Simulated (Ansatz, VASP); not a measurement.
Rb3HSe in VASP and in Ansatz

```xyz
5
Lattice="5.2854 0.0000 0.0000 0.0000 5.2854 0.0000 0.0000 0.0000 5.2854" Properties=species:S:1:pos:R:3 pbc="T T T"
Se    0.0000    0.0000    0.0000
H     2.6427    2.6427    2.6427
Rb    2.6427    2.6427    0.0000
Rb    2.6427    0.0000    2.6427
Rb    0.0000    2.6427    2.6427
```

The cell comes from a database or a generator and needn't be the stable form of this composition.

Alike in both runs: task single point; functional LDA; k mesh 4 × 4 × 4; occupations gaussian, width 0.05 eV; no spin polarisation.

|  | VASP | Ansatz |
| --- | --- | --- |
| version | VASP 6.6.1 | Ansatz 0.2.0 |
| potentials or method | VASP PAW LDA potentials, release 64 (Se, H, Rb_sv) | scalar-relativistic, plane waves, PAW |
| plane-wave cutoff (eV) | 520 | 420 |
| valence electrons in the cell | 34 | 44 |

|  | VASP | Ansatz | Ansatz less VASP |
| --- | --- | --- | --- |
| gap on the k mesh at the Fermi level (eV) | 2.31 | 2.31 | +0.004 |
| least direct gap on the mesh (eV) | 2.39 | 2.38 | -0.009 |
| pressure (GPa) | -0.5 | -0.6 | -0.05 |

The two sets of potentials don't hold the same shells in valence.

A k mesh can miss the band edges. LDA gaps usually lie below the measured ones, often by a third to a half.
